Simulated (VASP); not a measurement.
Output of a VASP run:

File OSZICAR:
```
       N       E                     dE             d eps       ncg     rms          rms(c)
DAV:   1     0.134375263545E+02    0.13438E+02   -0.47127E+03   752   0.106E+03
DAV:   2    -0.142117961777E+02   -0.27649E+02   -0.26926E+02  1144   0.130E+02
DAV:   3    -0.144879301622E+02   -0.27613E+00   -0.27613E+00   888   0.166E+01
DAV:   4    -0.144885806148E+02   -0.65045E-03   -0.65045E-03  1224   0.817E-01
DAV:   5    -0.144885808294E+02   -0.21459E-06   -0.21459E-06   912   0.101E-02    0.869E+00
DAV:   6    -0.135918345181E+02    0.89675E+00   -0.20547E+00   880   0.835E+00    0.465E+00
DAV:   7    -0.134380915665E+02    0.15374E+00   -0.46863E-01  1144   0.419E+00    0.138E+00
DAV:   8    -0.134274564534E+02    0.10635E-01   -0.32183E-02   800   0.130E+00    0.238E-01
DAV:   9    -0.134275730832E+02   -0.11663E-03   -0.47878E-04  1104   0.218E-01    0.140E-01
DAV:  10    -0.134276147822E+02   -0.41699E-04   -0.10485E-04   784   0.769E-02    0.206E-02
DAV:  11    -0.134276184986E+02   -0.37164E-05   -0.39184E-06  1160   0.180E-02    0.299E-02
DAV:  12    -0.134276187764E+02   -0.27779E-06   -0.11367E-06   456   0.694E-03
   1 F= -.96542707E+01 E0= -.96542707E+01  d E =-.965427E+01
```

File OUTCAR:
```
------------------------ aborting loop because EDIFF is reached ----------------------------------------
  FORCE on cell =-STRESS in cart. coord.  units (eV):
  Direction    XX          YY          ZZ          XY          YZ          ZX
  --------------------------------------------------------------------------------------
  Total        3.7520011      3.7520011      3.7520011      0.0000000     -0.0000000      0.0000000
  in kB      298.3028095    298.3028095    298.3028095      0.0000000     -0.0000000      0.0000000
  external PRESSURE =      -1.6971905 kB  Pullay stress =     300.0000000 kB
  volume of cell :       20.15
      direct lattice vectors                 reciprocal lattice vectors
     0.000000000  2.159875571  2.159875571    -0.231494817  0.231494817  0.231494817
     2.159875571  0.000000000  2.159875571     0.231494817 -0.231494817  0.231494817
     2.159875571  2.159875571  0.000000000     0.231494817  0.231494817 -0.231494817
  FREE ENERGIE OF THE ION-ELECTRON SYSTEM (eV)
  ---------------------------------------------------
  free  energy   TOTEN  =       -13.4276187764 eV

  energy  without entropy=      -13.4276187764  energy(sigma->0) =      -13.42761878
  enthalpy is  TOTEN    =        -9.6542707337 eV   P V=        3.7733480427

 reached required accuracy - stopping structural energy minimisation
```
(Selected blocks of OUTCAR.)

**POSCAR**
```
BP
1
   -0.0000000000     2.1598755706     2.1598755706
    2.1598755706     0.0000000000     2.1598755706
    2.1598755706     2.1598755706    -0.0000000000
B P
1 1
Direct
  0.0000000000   0.0000000000   0.0000000000
  0.2500000000   0.2500000000   0.2500000000
```

Question: Reconstruct the remaining input files.

Answer: This is not unique; one that fits is the input of the run itself, PBEsol GGA, plane waves, VASP's PBE PAW potentials (set 64).

**KPOINTS**
```
Automatic
0
G
 10 10 10
```

**INCAR**
```
# general
SYSTEM  = BP
PREC    = Accurate
ENCUT   = 620   # plane-wave cut-off (eV)
LREAL   = .False.   # projection in real space or not
LASPH   = .True.

# electronic loop
EDIFF   = 1E-6   # SCF stop (eV)
NELM    = 100
ALGO    = Normal   # blocked Davidson

# smearing
ISMEAR  = 0   # Gaussian
SIGMA   = 0.05   # width (eV)

# functional
GGA     = PS

# ions
IBRION  = 2   # conjugate gradients
NSW     = 40   # most ionic steps
ISIF    = 3   # ions, shape and volume
EDIFFG  = -0.02   # ionic stop
PSTRESS = 300

# output
LWAVE   = .False.
LCHARG  = .False.
```

POTCAR, in this order: B P (PBE.64 set). Program: vasp_std.

The compound is BP in the zinc blende structure. It was relaxed first under an external pressure of 30 GPa.
